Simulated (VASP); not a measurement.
## MgO (Periclase): excitons from the Bethe-Salpeter equation

What does the electron-hole attraction do to the spectrum of MgO (Periclase)? The cell is of the rock-salt type, one of the forms listed for this formula. The start is a cell from a database of measured crystal structures.

Method: PBE; plane waves and PAW (Mg_GW, O_GW), in the first sound run; inputs show where later runs differ, in VASP 6.6.1.

Experimental background.

For MgO, rocksalt (bulk crystal), “Electronic structure of alkaline earth and post-transition metal oxides” (2009, arxiv:0908.1581) quotes earlier work: band gap (literature experimental gap) 7.83 eV [Literature value based on experiment; other listed experimental values range from 7.7 to …].

Most raw output is cut from this account.

The database entry behind the starting cell differs from later determinations by our own check (about 0.1 % long), so it need not match the best structure at ambient conditions.

## (1) Starting point

The structure is cubic, space group Fm-3m (No. 225). The conventional cell has a = 4.217 Å, b = 4.217 Å, c = 4.217 Å, α = 90.00°, β = 90.00°, γ = 90.00°. Nearest to Mg lie 6 O at 2.11 Å. Nearest to O lie 6 Mg at 2.11 Å. Farther neighbours and most contacts between anions are not listed.

As a file:

```cif
data_structure
_symmetry_space_group_name_H-M 'P 1'
_symmetry_Int_Tables_number 1
_cell_length_a 2.9819
_cell_length_b 2.9819
_cell_length_c 2.9819
_cell_angle_alpha 60.000
_cell_angle_beta 60.000
_cell_angle_gamma 60.000
_cell_volume 18.75
loop_
_atom_site_label
_atom_site_type_symbol
_atom_site_fract_x
_atom_site_fract_y
_atom_site_fract_z
_atom_site_occupancy
Mg1 Mg 0.00000 0.00000 0.00000 1
O2 O 0.50000 0.50000 0.50000 1
```

## (2) Ground state

The orbitals come from a self-consistent PBE run with a tight EDIFF and a narrow smearing. KPOINTS_OPT adds the bands along a path, which shows whether the mesh holds the band edges.

Input file INCAR:

```
SYSTEM = MgO
PREC = Accurate
ENCUT = 440
EDIFF = 1E-08
NELM = 100
ISMEAR = 0
SIGMA = 0.01
LREAL = .FALSE.
ALGO = Normal
GGA = PE
NBANDS = 10
LORBIT = 11
LWAVE = .TRUE.
LCHARG = .FALSE.
KPAR = 8
```

Input file POSCAR:

```
MgO
1.0
    0.0000000000      2.1085000000      2.1085000000
    2.1085000000      0.0000000000      2.1085000000
    2.1085000000      2.1085000000      0.0000000000
Mg O
1 1
Direct
    0.0000000000      0.0000000000      0.0000000000
    0.5000000000      0.5000000000      0.5000000000
```

Input file KPOINTS:

```
Automatic mesh
0
Gamma
10 10 10
0 0 0
```

Input file KPOINTS_OPT:

```
Line mode
12
Line-mode
Reciprocal
  0.00000000   0.00000000   0.00000000 GAMMA
  0.50000000   0.00000000   0.50000000 X

  0.50000000   0.00000000   0.50000000 X
  0.50000000   0.25000000   0.75000000 W

  0.50000000   0.25000000   0.75000000 W
  0.37500000   0.37500000   0.75000000 K

  0.37500000   0.37500000   0.75000000 K
  0.00000000   0.00000000   0.00000000 GAMMA

  0.00000000   0.00000000   0.00000000 GAMMA
  0.50000000   0.50000000   0.50000000 L

  0.50000000   0.50000000   0.50000000 L
  0.62500000   0.25000000   0.62500000 U

  0.62500000   0.25000000   0.62500000 U
  0.50000000   0.25000000   0.75000000 W

  0.50000000   0.25000000   0.75000000 W
  0.50000000   0.50000000   0.50000000 L

  0.50000000   0.50000000   0.50000000 L
  0.37500000   0.37500000   0.75000000 K

  0.62500000   0.25000000   0.62500000 U
  0.50000000   0.00000000   0.50000000 X
```

The projector-augmented-wave data sets are Mg_GW and O_GW (PBE family, release 64).

Command:

```sh
mpirun -np 8 vasp_std
```

It took 3 s on 8 MPI ranks of Intel Xeon 6975P-C (Granite Rapids), shared host; peak memory 1 GiB; 18 s of CPU time.

This step gave:

```
free energy (TOTEN)               : -11.92 eV
Fermi energy                      : 3.270 eV
pressure                          : -0.2950 GPa
least gap on mesh and path        : 4.691 eV
least direct gap on mesh and path : 4.691 eV
```

The highest empty bands on the path are converged less tightly, to about 0.1 eV. Electronic bands along the path, in eV, zero at the valence-band top; v1 is the highest filled band, c1 the lowest empty one:

```tsv
point	v3	v2	v1	c1	c2
Γ	0.00	0.00	0.00	4.69	15.79
0.55 of the way	-2.87	-0.82	-0.82	8.40	10.81
X	-4.07	-1.34	-1.34	9.12	9.93
0.55 of the way	-3.71	-1.98	-1.59	10.14	10.96
W	-2.94	-2.94	-1.76	11.63	11.63
0.45 of the way	-3.31	-2.69	-1.49	10.74	11.89
K	-3.48	-2.70	-1.14	10.08	11.73
0.45 of the way	-3.14	-1.39	-0.46	8.51	11.86
Γ	0.00	0.00	0.00	4.69	15.79
0.55 of the way	-2.95	-0.38	-0.38	7.26	12.42
L	-4.60	-0.65	-0.65	7.88	12.56
0.45 of the way	-4.21	-1.57	-0.81	9.06	12.31
U	-3.48	-2.70	-1.14	10.08	11.73
0.45 of the way	-3.36	-2.69	-1.40	10.56	11.84
W	-2.94	-2.94	-1.76	11.63	11.63
0.45 of the way	-3.88	-2.08	-1.05	9.90	12.10
L	-4.60	-0.65	-0.65	7.88	12.56
0.45 of the way	-4.21	-1.57	-0.81	9.06	12.31
K	-3.48	-2.70	-1.14	10.08	11.73
jump to U	-3.48	-2.70	-1.14	10.08	11.73
0.45 of the way	-3.89	-1.87	-1.28	9.56	10.55
X	-4.07	-1.34	-1.34	9.12	9.93
```

Of the projections kept (Mg, O), the largest for each band there; the rest of the weight can lie on other orbitals:

```tsv
point	v3	v2	v1	c1	c2
Γ	O 0.98	O 0.98	O 0.98	O 0.54	Mg 1.00
X	O 0.84	O 0.93	O 0.93	Mg 1.00	Mg 0.89
W	O 0.87	O 0.87	O 0.89	O 0.68	O 0.68
K	O 0.86	O 0.86	O 0.94	Mg 0.68	Mg 0.67
Γ	O 0.98	O 0.98	O 0.98	O 0.54	Mg 1.00
L	O 0.79	O 0.96	O 0.96	Mg 0.60	O 0.72
```

The cell has a gap of 4.69 eV on mesh and path.

## (3) Empty bands

ALGO = Exact makes the empty bands from the converged ground state in one step. LOPTICS writes the k-derivatives of the orbitals (WAVEDER), which give the long-wavelength limit of the screening.

Input file INCAR:

```
SYSTEM = MgO
PREC = Accurate
ENCUT = 440
ISMEAR = 0
SIGMA = 0.01
LREAL = .FALSE.
GGA = PE
NBANDS = 48
ALGO = Exact
NELM = 1
LWAVE = .TRUE.
LCHARG = .FALSE.
LOPTICS = .TRUE.
NEDOS = 1000
CSHIFT = 0.1
```

POSCAR is that of step 2.

KPOINTS is that of step 2.

Command:

```sh
mpirun -np 8 vasp_std
```

Elapsed: 4 s, on 8 MPI ranks; peak memory 1 GiB.

The gap is read on the k-mesh alone, so it is an upper bound where the band edges lie off the mesh.

This step gave:

```yaml
gap_on_the_k_mesh: 4.691 eV
least_direct_gap_on_the_k_mesh: 4.691 eV
```

WAVECAR now holds 48 bands for 8 electrons. Its independent-particle dielectric tensor has xx, yy, zz = 3.2, 3.2, 3.2 on this mesh, which isn't tested for convergence in mesh or bands and lacks local fields.

## (4) G0W0

This step: G0W0 on PBE; plane waves and PAW (Mg_GW, O_GW) (VASP 6.6.1).

One pass of GW corrects the levels to first order, with G and W from the starting orbitals. LWAVE keeps the quasiparticle levels in WAVECAR, and the W files hold the screened interaction for the next step.

Input file INCAR:

```
SYSTEM = MgO
PREC = Accurate
ENCUT = 440
ISMEAR = 0
SIGMA = 0.01
LREAL = .FALSE.
GGA = PE
NBANDS = 48
ALGO = EVGW0
NELMGW = 1
ENCUTGW = 100
NOMEGA = 48
PRECFOCK = Fast
NBANDSGW = 16
LWAVE = .TRUE.
LCHARG = .FALSE.
```

POSCAR is that of step 3.

KPOINTS is that of step 3.

Command:

```sh
mpirun -np 8 vasp_std
```

Wall time 2.7 min (8 MPI ranks); peak memory 2.6 GiB.

Numbers from this step:

- quasiparticle gap on the mesh: 7.018 eV
- smallest direct quasiparticle gap on the mesh: 7.018 eV
- gap of the starting orbitals on the mesh: 4.691 eV

GW takes the gap from 4.691 to 7.018 eV. The value holds for 48 bands, ENCUTGW = 100 eV and this mesh, and isn't shown to be converged in them.

## (5) BSE, Tamm-Dancoff

This step: BSE on G0W0 on PBE; plane waves and PAW (Mg_GW, O_GW) (VASP 6.6.1).

The Bethe-Salpeter equation adds the screened attraction of electron and hole to the quasiparticle pairs; ANTIRES = 0 leaves out the coupling to antiresonant pairs.

Input file INCAR:

```
SYSTEM = MgO
PREC = Accurate
ENCUT = 440
ISMEAR = 0
SIGMA = 0.01
LREAL = .FALSE.
GGA = PE
NBANDS = 48
ALGO = BSE
NBANDSO = 3
NBANDSV = 4
OMEGAMAX = 25
NEDOS = 1000
CSHIFT = 0.1
PRECFOCK = Fast
LWAVE = .FALSE.
LCHARG = .FALSE.
ENCUTGW = 100
ANTIRES = 0
```

POSCAR is that of step 4.

KPOINTS is that of step 4.

Command:

```sh
mpirun -np 8 vasp_std
```

It took 5.5 min on 8 MPI ranks; peak memory 9.3 GiB; 44 min of CPU time.

Numbers from this step:

| Item | Value |
| --- | --- |
| lowest excitation | 6.441 eV |
| direct gap less the lowest excitation | 0.5775 eV |

The imaginary dielectric function, xx has structure finer than the step of the table below, so its rows give means over 1 eV, whole bins alone (the curve runs from 0 to 25 eV). Peaks (eV: height): 7.1: 7.47, 8.1: 5.12, 9.5: 10.9, 9.8: 5.09, 11.8: 9.32, 12.1: 6.72, 16.0: 4.86.

From 3 filled and 4 empty bands alone, without any pair above OMEGAMAX = 25 eV, so strength is missing wherever others contribute; lines are broadened by CSHIFT, which also makes the tail under the first line. Table of imaginary dielectric function, xx by photon energy; means over each step:

photon energy (eV), imaginary dielectric function, xx and a bar:
```
        1        0.0 
        2        0.0 
        3        0.0 
        4        0.0 
        5        0.1 
        6        0.7 ####
        7        2.6 ################
        8        2.8 ##################
        9        3.8 ########################
       10        3.5 ######################
       11        2.3 ###############
       12        4.7 ##############################
       13        2.4 ################
       14        1.9 ############
       15        1.8 ############
       16        3.4 ######################
       17        2.3 ###############
       18        1.5 ##########
       19        1.0 ######
       20        0.5 ###
       21        0.2 #
       22        0.1 #
       23        0.1 #
       24        0.0
```

Some of the lowest 40 states alone, with states under 2.5 meV apart joined, scaled to the strongest line shown. Lines of the exciton spectrum (strongest = 100):

```tsv
position (eV)	lines merged	oscillator strength
6.441	3	39
7.043	3	100
7.244	3	0.0
7.258	2	0.0
7.310	3	0.0
7.322	5	0.0
7.586	3	21
7.617	3	0.0
7.636	3	0.0
7.648	3	0.0
7.910	1	0.0
7.925	3	16
7.976	3	0.0
7.992	1	0.0
```

The lowest excitation lies at 6.441 eV, -578 meV against the direct gap of these orbitals. No second mesh in this session tests these energies, peaks and heights.

## (6) Independent quasiparticles

This step: BSE on G0W0 on PBE, independent quasiparticles; plane waves and PAW (Mg_GW, O_GW) (VASP 6.6.1).

With LADDER and LHARTREE off the pairs don't interact at all, so the lowest line must equal the direct gap.

INCAR: that of step 5 with these lines changed.

```diff
@@ -19 +19,3 @@
 ANTIRES = 0
+LADDER = .FALSE.
+LHARTREE = .FALSE.
```

POSCAR is that of step 5.

KPOINTS is that of step 5.

Command:

```sh
mpirun -np 8 vasp_std
```

Run time: 3.9 min. Hardware: 8 MPI ranks; peak memory 8.8 GiB.

This step gave:

```yaml
lowest_excitation: 7.018 eV
```

The imaginary dielectric function, xx has structure finer than the step of the table below, so its rows give means over 0.5 eV, whole bins alone (the curve runs from 0 to 25 eV). Peaks (eV: height): 10.89: 3.74, 11.51: 4.15, 12.64: 4.47, 13.84: 6.48, 15.64: 3.36, 17.04: 3.02, 19.04: 3.99.

From 3 filled and 4 empty bands alone, without any pair above OMEGAMAX = 25 eV, so strength is missing wherever others contribute; lines are broadened by CSHIFT, which also makes the tail under the first line. The imaginary dielectric function, xx by photon energy; means over each step:

photon energy (eV), imaginary dielectric function, xx and a bar:
```
      0.5       0.00 
      1.0       0.00 
      1.5       0.00 
      2.0       0.00 
      2.5       0.01 
      3.0       0.01 
      3.5       0.01 
      4.0       0.01 
      4.5       0.01 
      5.0       0.02 
      5.5       0.02 
      6.0       0.03 
      6.5       0.05 
      7.0       0.24 #
      7.5       0.34 ##
      8.0       0.95 #####
      8.5       0.61 ###
      9.0       0.91 #####
      9.5       1.61 #########
     10.0       0.77 ####
     10.5       1.94 ###########
     11.0       2.71 ###############
     11.5       3.21 #################
     12.0       2.64 ##############
     12.5       2.88 ################
     13.0       3.21 #################
     13.5       4.09 ######################
     14.0       5.54 ##############################
     14.5       3.47 ###################
     15.0       2.45 #############
     15.5       2.62 ##############
     16.0       1.82 ##########
     16.5       2.04 ###########
     17.0       2.61 ##############
     17.5       2.68 ###############
     18.0       2.88 ################
     18.5       3.75 ####################
     19.0       3.48 ###################
     19.5       2.47 #############
     20.0       2.08 ###########
     20.5       2.27 ############
     21.0       1.77 ##########
     21.5       1.11 ######
     22.0       0.60 ###
     22.5       0.36 ##
     23.0       0.20 #
     23.5       0.21 #
     24.0       0.34 ##
     24.5       0.13 #
```

The lowest excitation lies at 7.018 eV, +577 meV against the Tamm-Dancoff singlet. No second mesh in this session tests these energies, peaks and heights.

## (7) Summary

This step: BSE on G0W0 on PBE; plane waves and PAW (VASP 6.6.1).

No new run; the numbers come from the runs before.

Cost is wall time times ranks on a shared host, for this step alone, without the steps before it. Excitations by level:

```tsv
level	first excitation (eV)	cost (core minutes)
BSE, Tamm-Dancoff	6.441	44.15
independent quasiparticles	7.018	31.07
```

## (8) Outcome

```yaml
bse_tamm_dancoff: lowest vertical excitation 6.441 eV; direct gap 7.018 eV
independent_quasiparticles: lowest vertical excitation 7.018 eV; direct gap 7.018 eV
```

**Reading.** The Bethe-Salpeter equation puts the lowest vertical singlet excitation at 6.441 eV, 0.58 eV below the direct gap of 7.018 eV; the states within 10 meV of it carry 39 % of the strength of the strongest such group among the lowest 40 states. Attraction and local fields together move the centre of weight of eps2 xx over the computed range by -2.96 eV against the run of independent quasiparticles. The spectra were run on one mesh, so the distance from the gap isn't shown to be converged; coarse meshes tend to overstate it. Bands, response cutoff and mesh of the GW step weren't tested in this session. Only the bands set by NBANDSO and NBANDSV form pairs, and any pair above OMEGAMAX = 25 eV is dropped, so the spectrum is that of this window; the window can cut degenerate bands. Not tabulated here, as repeats of values shown or as unfit to read for their mesh, reference level or band range: eps2 curves (empty bands); eps1 curves and static values (BSE, empty bands, independent quasiparticles); line lists of runs without attraction (independent quasiparticles).

Calculation against experiment:

| quantity | measured | PBE | G0W0 on PBE |
| --- | --- | --- | --- |
| band gap (least gap) (eV) | 7.83 | 4.69 (-3.14 eV) | 7.02 (-0.81 eV) |

Measured values from arxiv:0908.1581 (2009).

Verdict: For the band gap, of the levels listed nearest comes G0W0 on PBE (-0.81 eV, fair agreement) and farthest PBE (-3.14 eV, a clear miss). Zero-point and thermal motion shift the measured gap. No cell relaxation is part of this session.

[Lines on the potential files, build, host, timing and source positions are cut from VASP's logs without a mark.]

[Logs are printed without paths, hosts, clocks, repeated set-up lines and the standing remarks that a program may print on its own settings, such as how far it seeks lower states.]

[Hosts, paths, dates, database ids (printed as entryN), source tags and the programs' standing remarks are cut or masked in the printed files.]

[Pressures printed for these runs are not shown converged in the cutoff: they can be off by several GPa and have the wrong sign.]
